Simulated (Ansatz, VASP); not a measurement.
**LiBe in two plane-wave programs**

Aim: how closely do two programs agree when they are given the same cell, functional and k mesh? The cell is taken from a series of runs on this material, whose earlier steps may have relaxed, scaled, displaced or heated it; both programs get it as it stands.

Main program and level: Ansatz 0.2.0; plane waves, with VASP 6.6.1 beside it; zone-centre phonons at PBEsol.

## 1. Starting point

It takes space group Pm-3m (No. 221, cubic). Conventional cell: a = 2.830 Å, b = 2.830 Å, c = 2.830 Å, α = 90.00°, β = 90.00°, γ = 90.00°. Nearest to Li lie 8 Be at 2.45 Å. Nearest to Be lie 8 Li at 2.45 Å. Farther neighbours are not listed.

Structure file:

```cif
data_structure
_symmetry_space_group_name_H-M 'P 1'
_symmetry_Int_Tables_number 1
_cell_length_a 2.8297
_cell_length_b 2.8297
_cell_length_c 2.8297
_cell_angle_alpha 90.000
_cell_angle_beta 90.000
_cell_angle_gamma 90.000
_cell_volume 22.66
loop_
_atom_site_label
_atom_site_type_symbol
_atom_site_fract_x
_atom_site_fract_y
_atom_site_fract_z
_atom_site_occupancy
Li1 Li 0.00000 0.00000 0.00000 1
Be2 Be 0.50000 0.50000 0.50000 1
```

## 2. VASP: zone-centre phonons, PBEsol

Second derivatives magnify differences that forces hide, and they need a tight electronic threshold.

Lines of VASP's logs that name or quote its potential files are left out, and so is its time.

INCAR reads:

```
SYSTEM = LiBe
PREC = Accurate
ENCUT = 750
EDIFF = 1E-08
NELM = 120
ISMEAR = 1
SIGMA = 0.2
LREAL = .FALSE.
ALGO = Normal
GGA = PS
NBANDS = 8
LORBIT = 11
LWAVE = .FALSE.
LCHARG = .FALSE.
ISIF = 2
IBRION = 8
LASPH = .TRUE.
GGA_COMPAT = .FALSE.
KPAR = 2
```

POSCAR reads:

```
LiBe
1.0
    2.8297366627      0.0000000000      0.0000000000
    0.0000000000      2.8297366627      0.0000000000
    0.0000000000      0.0000000000      2.8297366627
Li Be
1 1
Direct
    0.0000000000      0.0000000000      0.0000000000
    0.5000000000      0.5000000000      0.5000000000
```

KPOINTS reads:

```
Automatic mesh
0
Gamma
16 16 16
0 0 0
```

Potentials, in the order of the species: Li_sv and Be (PBE family, release 64).

Command:

```bash
> mpirun -np 2 vasp_std
```

Numbers of over 12 decimals in the logs are rounded to 6 here.

The program printed:

```text
[banner, memory and clock lines left out]
running    2 mpi-ranks, on    1 nodes
 distrk:  each k-point on    1 cores,    2 groups
 distr:  one band on    1 cores,    1 groups

 POSCAR found type information on POSCAR LiBe
 POSCAR found :  2 types and       2 ions
|                                                                             |
|               ----> ADVICE to this user running VASP <----                  |
|                                                                             |
|     You enforced a specific xc type in the INCAR file but a different       |
|     [... a line on the potential file left out ...]
|     I HOPE YOU KNOW WHAT YOU ARE DOING!                                     |
|                                                                             |

 LDA part: xc-table for (Slater+PW92), standard interpolation
 POSCAR, INCAR and KPOINTS ok, starting setup
 FFT: planning ... GRIDC
 FFT: planning ... GRID_SOFT
 FFT: planning ... GRID
 WAVECAR not read
 entering main loop
       N       E                     dE             d eps       ncg     rms          rms(c)
DAV:   1     0.888505660968E+00    0.88851E+00   -0.19261E+03  2640   0.636E+02
DAV:   2    -0.509343809058E+01   -0.59819E+01   -0.56643E+01  3896   0.723E+01
DAV:   3    -0.522063581106E+01   -0.12720E+00   -0.12720E+00  3208   0.873E+00
DAV:   4    -0.522706807543E+01   -0.64323E-02   -0.64322E-02  4344   0.158E+00
DAV:   5    -0.522708174360E+01   -0.13668E-04   -0.13668E-04  3224   0.579E-02    0.634E-01
DAV:   6    -0.522636924445E+01    0.71250E-03   -0.20821E-03  3472   0.357E-01    0.385E-01
DAV:   7    -0.522747236018E+01   -0.11031E-02   -0.75240E-03  2808   0.704E-01    0.547E-02
DAV:   8    -0.522750028102E+01   -0.27921E-04   -0.28105E-04  4048   0.159E-01    0.730E-03
DAV:   9    -0.522750063829E+01   -0.35727E-06   -0.10680E-05  3496   0.362E-02    0.199E-03
DAV:  10    -0.522750073617E+01   -0.97878E-07   -0.13423E-06  4096   0.103E-02    0.213E-03
DAV:  11    -0.522750073761E+01   -0.14458E-08   -0.11286E-07  3312   0.284E-03    0.290E-04
DAV:  12    -0.522750072845E+01    0.91665E-08   -0.96606E-09  3352   0.105E-03
   1 F= -.52275007E+01 E0= -.52283040E+01  d E =0.240990E-02
 Linear response reoptimize wavefunctions to high precision
DAV:   1    -0.522750072814E+01    0.30414E-09   -0.17239E-09  3816   0.325E-04
DAV:   2    -0.522750072815E+01   -0.45759E-11   -0.46842E-11  2184   0.706E-05
 Linear response DOF=           2
 Linear response progress:
  Degree of freedom:   1/  2
       N       E                     dE             d eps       ncg     rms          rms(c)
RMM:   1    -0.167074119277E+00   -0.16707E+00    0.96249E+00  8280   0.296E+01
RMM:   2    -0.180877913502E+00   -0.13804E-01   -0.22787E-02 11204   0.146E+00    0.330E-02
RMM:   3    -0.181161640399E+00   -0.28373E-03   -0.25532E-03 13636   0.377E-01    0.171E-02
RMM:   4    -0.181282097438E+00   -0.12046E-03   -0.37408E-04 14269   0.155E-01    0.639E-03
RMM:   5    -0.181347816631E+00   -0.65719E-04   -0.29733E-05 14132   0.331E-02    0.297E-03
RMM:   6    -0.181396374080E+00   -0.48557E-04   -0.17504E-05 13582   0.142E-02    0.625E-04
RMM:   7    -0.181410462194E+00   -0.14088E-04   -0.23593E-05 14578   0.454E-03    0.167E-04
RMM:   8    -0.181410563744E+00   -0.10155E-06   -0.46676E-05 14599   0.253E-03    0.506E-05
RMM:   9    -0.181412305779E+00   -0.17420E-05   -0.44622E-05 15127   0.169E-03    0.383E-05
RMM:  10    -0.181411830487E+00    0.47529E-06   -0.41997E-05 14231   0.146E-03    0.517E-06
RMM:  11    -0.181411810675E+00    0.19812E-07   -0.37930E-05 15638   0.124E-03    0.735E-06
RMM:  12    -0.181411801581E+00    0.90949E-08   -0.38387E-05 14930   0.112E-03    0.149E-05
RMM:  13    -0.181411825896E+00   -0.24316E-07   -0.34934E-05 14004   0.104E-03    0.194E-05
RMM:  14    -0.181411852829E+00   -0.26933E-07   -0.31222E-05 13522   0.921E-04    0.256E-05
RMM:  15    -0.181411858716E+00   -0.58867E-08   -0.28410E-05 11603   0.805E-04    0.327E-05
RMM:  16    -0.181411861257E+00   -0.25410E-08   -0.22538E-05 12123   0.657E-04    0.405E-05
RMM:  17    -0.181411851603E+00    0.96541E-08   -0.16690E-05 11639   0.501E-04    0.484E-05
RMM:  18    -0.181411797665E+00    0.53938E-07   -0.11054E-05 11876   0.341E-04    0.548E-05
RMM:  19    -0.181411776508E+00    0.21157E-07   -0.62511E-06 11877   0.204E-04    0.589E-05
RMM:  20    -0.181411779822E+00   -0.33147E-08   -0.33783E-06 11671   0.105E-04    0.607E-05
RMM:  21    -0.181411731304E+00    0.48519E-07   -0.14096E-06 12299   0.500E-05    0.628E-05
 first order change of Fermi-energy   0.20932E-03
 force on displaced ion       1 direction 1 :  -4.279  -0.000  -0.000
 Linear response progress:
  Degree of freedom:   2/  2
       N       E                     dE             d eps       ncg     rms          rms(c)
RMM:   1    -0.603722640103E-02   -0.60372E-02    0.64032E-04 13030   0.588E-01
RMM:   2    -0.617801507094E-02   -0.14079E-03   -0.32793E-04 13589   0.812E-02    0.267E-02
RMM:   3    -0.623036104942E-02   -0.52346E-04   -0.36547E-05 14441   0.314E-02    0.150E-02
RMM:   4    -0.630432842821E-02   -0.73967E-04   -0.85652E-06 13606   0.229E-02    0.177E-03
RMM:   5    -0.630407505978E-02    0.25337E-06   -0.88355E-07 14713   0.750E-03    0.433E-04
RMM:   6    -0.630301384945E-02    0.10612E-05   -0.87875E-08 14469   0.223E-03    0.939E-05
RMM:   7    -0.630276845151E-02    0.24540E-06   -0.89191E-09 15121   0.865E-04    0.278E-05
RMM:   8    -0.630285939810E-02   -0.90947E-07   -0.86908E-09 15150   0.128E-04    0.172E-05
RMM:   9    -0.630286485195E-02   -0.54538E-08   -0.65378E-09 14969   0.585E-05    0.317E-06
 first order change of Fermi-energy  -0.91262E-04
 force on displaced ion       2 direction 1 :  -4.270  -0.000   0.000
 Linear response finished
```

OUTCAR, selected parts (step 2):

```text
ion  position               nearest neighbor table
   1  0.000  0.000  0.000-   2 2.45   2 2.45   2 2.45   2 2.45   2 2.45   2 2.45   2 2.45   2 2.45

  LATTYP: Found a simple cubic cell.
 ALAT       =     2.8297366627

 Subroutine GETGRP returns: Found 48 space group operations
 (whereof 48 operations were pure point group operations)

The static configuration has the point symmetry O_h .

 Found    165 irreducible k-points:

   k-points           NKPTS =    165   k-points in BZ     NKDIM =    165   number of bands    NBANDS=      8

   dimension x,y,z NGX =    28 NGY =   28 NGZ =   28
   dimension x,y,z NGXF=    56 NGYF=   56 NGZF=   56

   ENCUT  =  750.0 eV  55.12 Ry    7.42 a.u.   6.32  6.32  6.32*2*pi/ulx,y,z

   NELECT =       5.0000    total number of electrons

 k-points in reciprocal lattice and weights: Automatic mesh
   0.00000000  0.00000000  0.00000000       0.000
   0.06250000  0.00000000  0.00000000       0.001
   0.12500000  0.00000000  0.00000000       0.001
   0.18750000  0.00000000  0.00000000       0.001
   0.25000000  0.00000000  0.00000000       0.001
   0.31250000  0.00000000  0.00000000       0.001
   0.37500000  0.00000000  0.00000000       0.001
   0.43750000  0.00000000  0.00000000       0.001
   0.50000000  0.00000000  0.00000000       0.001
[...]
0.50000000  0.50000000  0.43750000       0.001
   0.50000000  0.50000000  0.50000000       0.000

 average (electrostatic) potential at core
       1 -60.5458       2 -36.9995

  Total       -0.1983560     -0.1983560     -0.1983560     -0.0000000      0.0000000     -0.0000000
  in kB      -14.0254847    -14.0254847    -14.0254847     -0.0000000      0.0000000     -0.0000000
  external PRESSURE =     -14.0254847 kB  Pullay stress =       0.0000000 kB

  energy-cutoff  :      750.00
  volume of cell :       22.66
      direct lattice vectors                 reciprocal lattice vectors
     2.829736663  0.000000000  0.000000000     0.353389774  0.000000000  0.000000000
     0.000000000  2.829736663  0.000000000     0.000000000  0.353389774  0.000000000
     0.000000000  0.000000000  2.829736663     0.000000000  0.000000000  0.353389774

 POSITION                                       TOTAL-FORCE (eV/Angst)
 -----------------------------------------------------------------------------------
      0.00000      0.00000      0.00000         0.000000      0.000000      0.000000
      1.41487      1.41487      1.41487         0.000000      0.000000      0.000000
 -----------------------------------------------------------------------------------
    total drift:                               -0.000000     -0.000000     -0.000000

 Eigenvectors and eigenvalues of the dynamical matrix
 ----------------------------------------------------

   1 f  =   16.277987 THz   102.277610 2PiTHz  542.975209 cm-1    67.320316 meV
             X         Y         Z           dx          dy          dz
      0.000000  0.000000  0.000000    -0.000000    0.750335   -0.000000
      1.414868  1.414868  1.414868    -0.000000   -0.661058    0.000000

   2 f  =   16.277987 THz   102.277610 2PiTHz  542.975209 cm-1    67.320316 meV
             X         Y         Z           dx          dy          dz
      0.000000  0.000000  0.000000     0.750335   -0.000000   -0.000000
      1.414868  1.414868  1.414868    -0.661058    0.000000    0.000000

   3 f  =   16.277987 THz   102.277610 2PiTHz  542.975209 cm-1    67.320316 meV
             X         Y         Z           dx          dy          dz
      0.000000  0.000000  0.000000    -0.000000   -0.000000   -0.750335
      1.414868  1.414868  1.414868     0.000000    0.000000    0.661058

   4 f/i=    0.008172 THz     0.051344 2PiTHz    0.272575 cm-1     0.033795 meV
             X         Y         Z           dx          dy          dz
      0.000000  0.000000  0.000000    -0.000000    0.661058   -0.000000
      1.414868  1.414868  1.414868    -0.000000    0.750335    0.000000

   5 f/i=    0.008172 THz     0.051344 2PiTHz    0.272575 cm-1     0.033795 meV
             X         Y         Z           dx          dy          dz
      0.000000  0.000000  0.000000    -0.000000   -0.000000   -0.661058
      1.414868  1.414868  1.414868     0.000000    0.000000   -0.750335

   6 f/i=    0.008172 THz     0.051344 2PiTHz    0.272575 cm-1     0.033795 meV
             X         Y         Z           dx          dy          dz
      0.000000  0.000000  0.000000     0.661058    0.000000   -0.000000
      1.414868  1.414868  1.414868     0.750335    0.000000    0.000000

 ELASTIC MODULI CONTR FROM IONIC RELAXATION (kBar)
 Direction    XX          YY          ZZ          XY          YZ          ZX
 --------------------------------------------------------------------------------
 XX           0.0000      0.0000      0.0000      0.0000      0.0000      0.0000
 YY           0.0000      0.0000      0.0000      0.0000      0.0000      0.0000
 ZZ           0.0000      0.0000      0.0000      0.0000      0.0000      0.0000
 XY           0.0000      0.0000      0.0000      0.0000      0.0000      0.0000
 YZ           0.0000      0.0000      0.0000      0.0000      0.0000      0.0000
 ZX           0.0000      0.0000      0.0000      0.0000      0.0000      0.0000
 --------------------------------------------------------------------------------
```

(Continued in part 2 of 2.)

[Lines on the potential files, build, host, timing and source positions are cut from VASP's logs without a mark.]

[Logs are printed without paths, hosts, clocks, repeated set-up lines and the standing remarks that a program may print on its own settings, such as how far it seeks lower states.]

[Hosts, paths, dates, database ids (printed as entryN), source tags and the programs' standing remarks are cut or masked in the printed files.]
